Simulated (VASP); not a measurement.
A run of VASP 6.6.1 is set up as follows.

The input INCAR:

```
SYSTEM = ZrB2
PREC = Accurate
ENCUT = 500
EDIFF = 1E-6
ISMEAR = 1
SIGMA = 0.1
LREAL = .FALSE.
LASPH = .TRUE.
NELM = 100
ALGO = Fast
ISIF = 2
LWAVE = .FALSE.
LCHARG = .FALSE.
GGA = PS
ICORELEVEL = 1
KPAR = 4
```

The input KPOINTS:

```
regular mesh
0
G
  7 7 5
  0 0 0
```

POSCAR

```
ZrB2
1.0
    4.7550000000      2.7453005300      0.0000000000
   -4.7550000000      2.7453005300      0.0000000000
    0.0000000000      0.0000000000      7.0660000000
Zr B
6 12
Direct
    0.0000000000      0.0000000000      0.0000000000
    0.0000000000      0.0000000000      0.5000000000
    0.3333333333      0.6666666667      0.0000000000
    0.3333333333      0.6666666667      0.5000000000
    0.6666666667      0.3333333333      0.0000000000
    0.6666666667      0.3333333333      0.5000000000
    0.3333333333      0.3333333334      0.2500000000
    0.3333333333      0.3333333334      0.7500000000
    0.6666666667      0.0000000000      0.2500000000
    0.6666666667      0.0000000000      0.7500000000
    0.0000000000      0.6666666667      0.2500000000
    0.0000000000      0.6666666667      0.7500000000
    0.3333333333      1.0000000000      0.2500000000
    0.3333333333      1.0000000000      0.7500000000
    0.6666666667      0.6666666666      0.2500000000
    0.6666666667      0.6666666666      0.7500000000
    0.0000000000      0.3333333333      0.2500000000
    0.0000000000      0.3333333333      0.7500000000
```

Potentials or basis: VASP PAW PBE potentials, release 64 (Zr_sv, B).

The run is started by

```console
$ cat potpaw_PBE.64/Zr_sv/POTCAR potpaw_PBE.64/B/POTCAR > POTCAR
$ mpirun -np 4 vasp_std > vasp.out
```

Problem. What does it give for the pressure?

Solution. -3.8 GPa.

Problem. What does it give for the band gap on the k mesh?

Solution. None (metal or under the smearing width).

Core levels (eV, on the scale of the bands):
```
atom                                                                levels
1 Zr  1s -17805.4, 2s -2452.7, 2p -2185.2, 3s -388.0, 3p -300.9, 3d -158.0
2 Zr  1s -17805.4, 2s -2452.7, 2p -2185.2, 3s -388.0, 3p -300.9, 3d -158.0
3 Zr  1s -17805.4, 2s -2452.7, 2p -2185.2, 3s -388.0, 3p -300.9, 3d -158.0
4 Zr  1s -17805.4, 2s -2452.7, 2p -2185.2, 3s -388.0, 3p -300.9, 3d -158.0
5 Zr  1s -17805.4, 2s -2452.7, 2p -2185.2, 3s -388.0, 3p -300.9, 3d -158.0
6 Zr  1s -17805.4, 2s -2452.7, 2p -2185.2, 3s -388.0, 3p -300.9, 3d -158.0
```

Caveat: the PAW data sets were made with another functional, which shifts forces and pressure a little.
